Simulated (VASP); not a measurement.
Output of a VASP run:

File OSZICAR:
```
...
DAV:  12    -0.330992373710E+02    0.20938E-04   -0.13673E-04  1525   0.823E-02    0.129E-02
DAV:  13    -0.330992407880E+02   -0.34170E-05   -0.86204E-06  1618   0.173E-02    0.636E-03
DAV:  14    -0.330992398956E+02    0.89246E-06   -0.42968E-06  1618   0.158E-02
   1 F= -.33099240E+02 E0= -.33099479E+02  d E =-.330992E+02
       N       E                     dE             d eps       ncg     rms          rms(c)
DAV:   1    -0.339928992087E+02   -0.89366E+00   -0.15607E+01  1805   0.390E+01    0.598E+00
DAV:   2    -0.332727806444E+02    0.72012E+00   -0.18286E+00  1764   0.150E+01    0.242E+00
DAV:   3    -0.331500216450E+02    0.12276E+00   -0.27238E-01  1799   0.439E+00    0.166E+00
DAV:   4    -0.331262512894E+02    0.23770E-01   -0.57302E-02  1729   0.178E+00    0.487E-01
DAV:   5    -0.331240515262E+02    0.21998E-02   -0.14047E-02  1686   0.113E+00    0.194E-01
DAV:   6    -0.331240949548E+02   -0.43429E-04   -0.27417E-03  1734   0.312E-01    0.903E-02
DAV:   7    -0.331239896859E+02    0.10527E-03   -0.48450E-04  1670   0.175E-01    0.297E-02
DAV:   8    -0.331239845677E+02    0.51182E-05   -0.59509E-05  1638   0.329E-02    0.280E-02
DAV:   9    -0.331239819424E+02    0.26253E-05   -0.18500E-05  1672   0.338E-02    0.578E-03
DAV:  10    -0.331239821766E+02   -0.23422E-06   -0.23723E-06  1274   0.802E-03
   2 F= -.33123982E+02 E0= -.33124234E+02  d E =-.247423E-01
       N       E                     dE             d eps       ncg     rms          rms(c)
DAV:   1    -0.331895094573E+02   -0.65528E-01   -0.11436E+00  1796   0.111E+01    0.168E+00
DAV:   2    -0.331392764441E+02    0.50233E-01   -0.11790E-01  1764   0.377E+00    0.685E-01
DAV:   3    -0.331301605529E+02    0.91159E-02   -0.18286E-02  1791   0.118E+00    0.493E-01
DAV:   4    -0.331281044624E+02    0.20561E-02   -0.34042E-03  1748   0.390E-01    0.997E-02
DAV:   5    -0.331279437739E+02    0.16069E-03   -0.79362E-04  1736   0.262E-01    0.422E-02
DAV:   6    -0.331279423475E+02    0.14264E-05   -0.16556E-04  1704   0.735E-02    0.145E-02
DAV:   7    -0.331279385266E+02    0.38209E-05   -0.18464E-05  1523   0.325E-02    0.815E-03
DAV:   8    -0.331279384767E+02    0.49880E-07   -0.23951E-06  1218   0.832E-03
   3 F= -.33127938E+02 E0= -.33128195E+02  d E =-.286986E-01
       N       E                     dE             d eps       ncg     rms          rms(c)
DAV:   1    -0.331302092029E+02   -0.22707E-02   -0.78945E-02  1566   0.100E+00    0.129E-01
DAV:   2    -0.331306585469E+02   -0.44934E-03   -0.56271E-03  1855   0.289E-01    0.473E-02
DAV:   3    -0.331306375691E+02    0.20978E-04   -0.10927E-04  1919   0.518E-02    0.278E-02
DAV:   4    -0.331306320210E+02    0.55481E-05   -0.24663E-05  1669   0.210E-02    0.775E-03
DAV:   5    -0.331306315422E+02    0.47873E-06   -0.38842E-06  1424   0.120E-02
   4 F= -.33130632E+02 E0= -.33130883E+02  d E =-.269307E-02
       N       E                     dE             d eps       ncg     rms          rms(c)
DAV:   1    -0.331311652069E+02   -0.53319E-03   -0.11100E-01  1566   0.119E+00    0.154E-01
DAV:   2    -0.331317971887E+02   -0.63198E-03   -0.79201E-03  1852   0.341E-01    0.570E-02
DAV:   3    -0.331317682383E+02    0.28950E-04   -0.15350E-04  1956   0.615E-02    0.333E-02
DAV:   4    -0.331317610055E+02    0.72329E-05   -0.34134E-05  1695   0.248E-02    0.929E-03
DAV:   5    -0.331317604152E+02    0.59024E-06   -0.54329E-06  1562   0.142E-02
   5 F= -.33131760E+02 E0= -.33132006E+02  d E =-.382194E-02
```

### OUTCAR
```
------------------------ aborting loop because EDIFF is reached ----------------------------------------
  FORCE on cell =-STRESS in cart. coord.  units (eV):
  Direction    XX          YY          ZZ          XY          YZ          ZX
  --------------------------------------------------------------------------------------
  Total       -0.0411228     -0.0411228      0.0763232      0.0000000      0.0000000      0.0000000
  in kB       -0.3297606     -0.3297606      0.6120303      0.0000000      0.0000000      0.0000000
  external PRESSURE =      -0.0158303 kB  Pullay stress =       0.0000000 kB
  volume of cell :      199.80
      direct lattice vectors                 reciprocal lattice vectors
    -2.975090227  2.975090227  5.643311325     0.000000000  0.168062130  0.088600464
     2.975090227 -2.975090227  5.643311325     0.168062130  0.000000000  0.088600464
     2.975090227  2.975090227 -5.643311325     0.168062130  0.168062130  0.000000000
 POSITION                                       TOTAL-FORCE (eV/Angst)
 -----------------------------------------------------------------------------------
      2.97509     -0.00000      2.82166         0.000000      0.000000      0.000000
      0.00000      0.00000      5.64331         0.000000      0.000000     -0.000000
      0.00000      0.00000      0.00000         0.000000      0.000000     -0.000000
     -0.00000      2.97509      2.82166         0.000000      0.000000      0.000000
      1.33579      4.46264      1.41083        -0.000377      0.000000     -0.000000
      1.48755      1.63930      4.23248         0.000000      0.000377     -0.000000
      1.63930     -1.48755      7.05414         0.000377      0.000000     -0.000000
      1.48755      1.33579     -1.41083         0.000000     -0.000377     -0.000000
 -----------------------------------------------------------------------------------
    total drift:                                0.000029      0.000029      0.000043
  FREE ENERGIE OF THE ION-ELECTRON SYSTEM (eV)
  ---------------------------------------------------
  free  energy   TOTEN  =       -33.1317604152 eV

  energy  without entropy=      -33.1324963404  energy(sigma->0) =      -33.13200572

 reached required accuracy - stopping structural energy minimisation
```
(Selected blocks of OUTCAR.)

File POSCAR:
```
CdGeAs2
1
   -3.0020260000     3.0020260000     5.6892180000
    3.0020260000    -3.0020260000     5.6892180000
    3.0020260000     3.0020260000    -5.6892180000
Cd Ge As
2 2 4
Direct
  0.2500000000   0.7500000000   0.5000000000
  0.5000000000   0.5000000000   0.0000000000
  0.0000000000   0.0000000000   0.0000000000
  0.7500000000   0.2500000000   0.5000000000
  0.8750000000   0.3462200000   0.9712200000
  0.6537800000   0.6250000000   0.5287800000
  0.3750000000   0.9037800000   0.0287800000
  0.0962200000   0.1250000000   0.4712200000
```

Task: Write an INCAR and KPOINTS that could have produced this output.

Result: One answer among several that fit: the input of the run itself, PBEsol GGA, plane waves, VASP's PBE PAW potentials (set 64).

INCAR:
```
SYSTEM=CdGeAs2
PREC=Accurate; ENCUT=300; LREAL=.False.
LASPH=.True.
EDIFF=1E-6; NELM=100; ALGO=Normal
LMAXMIX=4
ISMEAR=1; SIGMA=0.1
GGA=PS
IBRION=2; NSW=50; ISIF=3
EDIFFG=-0.01
LWAVE=.False.; LCHARG=.False.
```

File KPOINTS:
```
Automatic
0
gamma
5 5 5
```

POTCAR, in this order: Cd Ge_d As (PBE.64 set). Program: vasp_std.

At this cut-off the stress carries a Pulay error, which pulls relaxed volumes low. Energy and stress use the plane-wave basis of the starting cell.

The structure comes from a computed database's CdGeAs2 entry; how it stands against other phases isn't given here. This run relaxes it. Symmetry was kept, so distortions that lower it aren't found. The run is one of a series of settings (EDIFFG = -0.01, IBRION = 2, ISIF = 3, NSW = 50 against the base run), some of them coarse on purpose.
